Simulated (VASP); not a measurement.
An input for Ansatz (written as the equivalent of a VASP run, and not itself run):

Ansatz 0.2 input:
```yaml
crystal:
  lattice:
    - [0.0000000, 2.3900000, 2.3900000]
    - [2.3900000, 0.0000000, 2.3900000]
    - [2.3900000, 2.3900000, 0.0000000]
  atoms:
    - { symbol: B, position: [0.0000000, 0.0000000, 0.0000000] }
    - { symbol: As, position: [0.2500000, 0.2500000, 0.2500000] }
kpoints:
  mp_grid: { grid: [9, 9, 9] }
hamiltonian:
  xc: r2scan
  pseudopotentials: { kind: paw }
scf:
  occupations: { method: gaussian, width: 0.05 }
  max_iter: 100
relax:
  max_steps: 60
  f_tol: 0.01
  cell: {}
output: { forces: true, stress: true, eigenvalues: true }
```

Translate this input to VASP (INCAR, KPOINTS, POSCAR, choice of POTCAR).

One answer among several that fit: 
### POSCAR
```
BAs
1
    0.0000000000     2.3900000000     2.3900000000
    2.3900000000     0.0000000000     2.3900000000
    2.3900000000     2.3900000000     0.0000000000
B As
1 1
Direct
  0.0000000000   0.0000000000   0.0000000000
  0.2500000000   0.2500000000   0.2500000000
```

**KPOINTS**
```
kpoints
0
Gamma
9 9 9
0 0 0
```

INCAR:
```
# general
SYSTEM  = BAs
PREC    = Accurate
ENCUT   = 520
LREAL   = .FALSE.
LASPH   = .TRUE.

# electronic loop
EDIFF   = 1E-6
NELM    = 100
ALGO    = Normal
LMAXMIX = 4
LMIXTAU = .TRUE.

# smearing
ISMEAR  = 0
SIGMA   = 0.05

# functional
METAGGA = R2SCAN

# ions
IBRION  = 2
NSW     = 60
ISIF    = 3
EDIFFG  = -0.01

# output
LWAVE   = .FALSE.
LCHARG  = .FALSE.
```

POTCAR, in this order: B As (PBE.64 set). Program: vasp_std.

Limits of the translation: each code has its own PAW files, so the cut-off isn't converted (ENCUT is set for VASP's; basis.ecutwfc is left out, and Ansatz then takes the one that its files recommend); Ansatz stops its SCF on the density residual and VASP on the energy change (EDIFF).

The compound is BAs in the zinc blende structure. This run relaxes it. Symmetry was kept, so distortions that lower it aren't found.
